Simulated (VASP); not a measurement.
These are PBE GGA with D4 dispersion, VASP's PBE PAW potentials (set 64) (plane waves; VASP) values and carry that method's errors.

A VASP calculation is set up with these files.

### KPOINTS
```
Automatic mesh
0
Gamma
14 14 7
0 0 0
```

File POSCAR:
```
Zn
1
    1.3324465861    -2.3078656132     0.0000000000
    1.3324465861     2.3078656132     0.0000000000
    0.0000000000    -0.0000000000     4.6759127330
Zn
2
Direct
  0.3333330000   0.6666670000   0.2500000000
  0.6666670000   0.3333330000   0.7500000000
```

**INCAR**
```
SYSTEM=Zn
PREC=Accurate; ENCUT=520; LREAL=.False.
LASPH=.True.
EDIFF=1E-6; NELM=100; ALGO=Normal
LMAXMIX=4
ISMEAR=1; SIGMA=0.1
GGA=PE; IVDW=13
IBRION=2; NSW=60; ISIF=3
EDIFFG=-0.01
LWAVE=.False.; LCHARG=.False.
```

POTCAR, in this order: Zn (PBE.64 set). Program: vasp_std.

The run wrote:

OSZICAR:
```
       N       E                     dE             d eps       ncg     rms          rms(c)
DAV:   1     0.964192466615E+02    0.96419E+02   -0.12830E+04  3112   0.240E+03
DAV:   2     0.160257617371E+00   -0.96259E+02   -0.95126E+02  3136   0.305E+02
DAV:   3    -0.242260655157E+01   -0.25829E+01   -0.25798E+01  3784   0.617E+01
DAV:   4    -0.242970669060E+01   -0.71001E-02   -0.70998E-02  3712   0.328E+00
DAV:   5    -0.242971656042E+01   -0.98698E-05   -0.98701E-05  3688   0.996E-02    0.451E+00
DAV:   6    -0.220984406723E+01    0.21987E+00   -0.10532E+00  3160   0.234E+01    0.332E+00
DAV:   7    -0.219919941912E+01    0.10645E-01   -0.32363E-02  3936   0.339E+00    0.169E+00
DAV:   8    -0.219411577799E+01    0.50836E-02   -0.16864E-03  4352   0.719E-01    0.457E-02
DAV:   9    -0.219411249370E+01    0.32843E-05   -0.23629E-04  4416   0.240E-01    0.326E-02
DAV:  10    -0.219411507005E+01   -0.25763E-05   -0.24202E-05  3432   0.673E-02    0.317E-03
DAV:  11    -0.219411484327E+01    0.22677E-06   -0.12086E-07  2168   0.522E-03
   1 F= -.28690157E+01 E0= -.28690102E+01  d E =-.286902E+01
       N       E                     dE             d eps       ncg     rms          rms(c)
DAV:   1    -0.219524122474E+01   -0.11262E-02   -0.48681E-03  3152   0.139E+00    0.148E-01
DAV:   2    -0.219486223499E+01    0.37899E-03   -0.14763E-03  3256   0.873E-01    0.497E-02
DAV:   3    -0.219482397422E+01    0.38261E-04   -0.25624E-05  3848   0.832E-02    0.271E-02
DAV:   4    -0.219480799481E+01    0.15979E-04   -0.38899E-06  3384   0.432E-02    0.135E-03
DAV:   5    -0.219480828095E+01   -0.28614E-06   -0.14466E-06  2064   0.149E-02
   2 F= -.28690199E+01 E0= -.28690152E+01  d E =-.422464E-05
```

File OUTCAR:
```
------------------------ aborting loop because EDIFF is reached ----------------------------------------
  Edisp (eV):   -0.67421
  FORCE on cell =-STRESS in cart. coord.  units (eV):
  Direction    XX          YY          ZZ          XY          YZ          ZX
  --------------------------------------------------------------------------------------
  Total      -0.00363    -0.00363     0.00086    -0.00000    -0.00000     0.00000
  in kB      -0.20201    -0.20201     0.04773    -0.00000    -0.00000     0.00000
  external pressure =       -0.12 kB  Pullay stress =        0.00 kB
  volume of cell :       28.79
      direct lattice vectors                 reciprocal lattice vectors
     1.332769607 -2.308425102  0.000000000     0.375158615 -0.216597887 -0.000000000
     1.332769607  2.308425102 -0.000000000     0.375158615  0.216597887 -0.000000000
     0.000000000  0.000000000  4.678684559     0.000000000  0.000000000  0.213735290
 POSITION                                       TOTAL-FORCE (eV/Angst)
 -----------------------------------------------------------------------------------
      1.33277      0.76948      1.16967         0.000000      0.000000      0.000000
      1.33277     -0.76948      3.50901        -0.000000     -0.000000      0.000000
 -----------------------------------------------------------------------------------
    total drift:                                0.000013      0.000070      0.000004
  FREE ENERGIE OF THE ION-ELECTRON SYSTEM (eV)
  ---------------------------------------------------
  free  energy   TOTEN  =        -2.8690198825 eV

  energy  without entropy=       -2.8690058076  energy(sigma->0) =       -2.86901519

 reached required accuracy - stopping structural energy minimisation
```
(Selected blocks of OUTCAR.)

CONTCAR:
```
Zn
   1.00000000000000
     1.3327696070344293   -2.3084251021814000    0.0000000000000000
     1.3327696070344293    2.3084251021814000   -0.0000000000000000
     0.0000000000000000    0.0000000000000000    4.6786845590870820
  Zn
     2
Direct
     0.3333330000000032    0.6666669999999968    0.2500000000000000
     0.6666669999999968    0.3333330000000032    0.7500000000000000
```

The compound is Zn in the hcp structure. This run relaxes it. Symmetry was kept, so distortions that lower it aren't found. The start is the result of an earlier pass.
